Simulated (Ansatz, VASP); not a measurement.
Two plane-wave programs on Si2B2C

```
CELL_PARAMETERS angstrom
4.47621 0.00000 0.00000
0.00000 4.47621 0.00000
0.00000 0.00000 2.79525
ATOMIC_POSITIONS crystal
Si 0.00000 0.50000 0.50000
Si 0.50000 0.00000 0.50000
B 0.00000 0.00000 0.50000
B 0.50000 0.50000 0.00000
C 0.00000 0.00000 0.00000
```

Alike in both runs: functional PBE; k mesh 8 × 8 × 14; occupations gaussian, width 0.1 eV; no spin polarisation.

Ansatz relaxed the structure, and its values are those at the end. VASP's run is a single point on that final structure, the one shown.

|  | VASP | Ansatz |
| --- | --- | --- |
| version | VASP 6.6.1 | Ansatz 0.2.0 |
| potentials or method | VASP PAW PBE potentials, release 64 (Si, B, C) | scalar-relativistic, plane waves, PAW |
| plane-wave cutoff (eV) | 520 | 420 |
| valence electrons in the cell | 18 | 18 |

|  | VASP | Ansatz | Ansatz less VASP |
| --- | --- | --- | --- |
| gap on the k mesh at the Fermi level (eV) | none | none | - |
| pressure (GPa) | 0.0 | 0.0 | +0.02 |

A gap of «none» marks a metal or a gap that the smearing closes.
